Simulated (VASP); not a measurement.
OSZICAR of a VASP run on SrCl2 (space group Fm-3m):

**OSZICAR**
```
       N       E                     dE             d eps       ncg     rms          rms(c)
DAV:   1     0.116295790294E+03    0.11630E+03   -0.85914E+03   320   0.874E+02
DAV:   2    -0.610290983017E+01   -0.12240E+03   -0.12047E+03   400   0.208E+02
DAV:   3    -0.129152319526E+02   -0.68123E+01   -0.68052E+01   504   0.550E+01
DAV:   4    -0.130805044843E+02   -0.16527E+00   -0.16523E+00   504   0.671E+00
DAV:   5    -0.130834627428E+02   -0.29583E-02   -0.29582E-02   504   0.726E-01    0.118E+01
DAV:   6    -0.127681412843E+02    0.31532E+00   -0.84731E-01   464   0.514E+00    0.783E+00
DAV:   7    -0.127766510464E+02   -0.85098E-02   -0.45058E-01   496   0.399E+00    0.213E+00
DAV:   8    -0.127834071332E+02   -0.67561E-02   -0.60378E-02   432   0.143E+00    0.298E-01
DAV:   9    -0.127850026991E+02   -0.15956E-02   -0.30030E-03   464   0.315E-01    0.111E-01
DAV:  10    -0.127862551171E+02   -0.12524E-02   -0.10439E-03   400   0.207E-01    0.305E-02
DAV:  11    -0.127863457688E+02   -0.90652E-04   -0.11115E-04   480   0.600E-02    0.370E-02
DAV:  12    -0.127863563962E+02   -0.10627E-04   -0.12060E-05   408   0.198E-02    0.135E-02
DAV:  13    -0.127863594650E+02   -0.30688E-05   -0.10533E-05   440   0.168E-02    0.278E-03
DAV:  14    -0.127863593999E+02    0.65116E-07   -0.30953E-07   336   0.382E-03
   1 F= -.12786359E+02 E0= -.12786359E+02  d E =-.160096E-48
```

Question: Which electronic solver shows in the log?

Answer: It is blocked Davidson (ALGO = Normal, or the opening steps of other solvers). The INCAR had ALGO = Normal.

Question: Can the final energy be trusted as converged?

Answer: The calculation finished and met its thresholds. It stopped with EDIFF = 1E-6, NELM = 100 (PBE GGA, plane waves, VASP's PBE PAW potentials (set 64)).

The structure comes from a computed database's SrCl2 entry; how it stands against other phases isn't given here. The cell was not relaxed at this level. The run is one of a series of settings (AEXX removed, HFSCREEN removed, ISYM removed, LHFCALC removed, PRECFOCK removed against the base run), some of them coarse on purpose.
